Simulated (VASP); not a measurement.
Input:

```xyz
6
Lattice="4.4098 0.0000 0.0000 0.0000 4.4098 0.0000 0.0000 0.0000 2.8774" Properties=species:S:1:pos:R:3 pbc="T T T"
Mn     0.0000     0.0000     0.0000
Mn     2.2049     2.2049     1.4387
O      1.3423     1.3423     0.0000
O      3.5472     0.8626     1.4387
O      0.8626     3.5472     1.4387
O      3.0675     3.0675     0.0000
```
Starting moments (μB, in the order of the record's atoms Mn Mn O O O O): 2.6 -2.6 -0.1 0.1 0.1 -0.1.

These are TPSS meta-GGA, VASP's PBE PAW potentials (set 64) (plane waves; VASP) values and carry that method's errors. Run with 520 eV cut-off, 6×6×10 Γ-centred mesh, first-order Methfessel-Paxton smearing of 0.10 eV, potentials Mn_pv O.

Estimate the cell moment, energy per atom (σ→0), band gap (on the k-mesh) with the smallest direct gap where there is one.

The band gap (on the k-mesh) comes out as none (metal, semimetal or under 0.01 eV) and the cell moment is 0.00 μB. The energy per atom (σ→0) comes out as -12.011 eV/atom.

Give the moment on each site (PAW-sphere projection).

```csv
site,moment (μB)
Mn1,2.57
Mn2,-2.57
O3,-0.06
O4,0.06
O5,0.06
O6,-0.06
```

Total energies compare only between runs with the same potentials, cut-off and functional.

The compound is MnO2 in the rutile structure. It was relaxed first. The start is the result of an earlier pass.
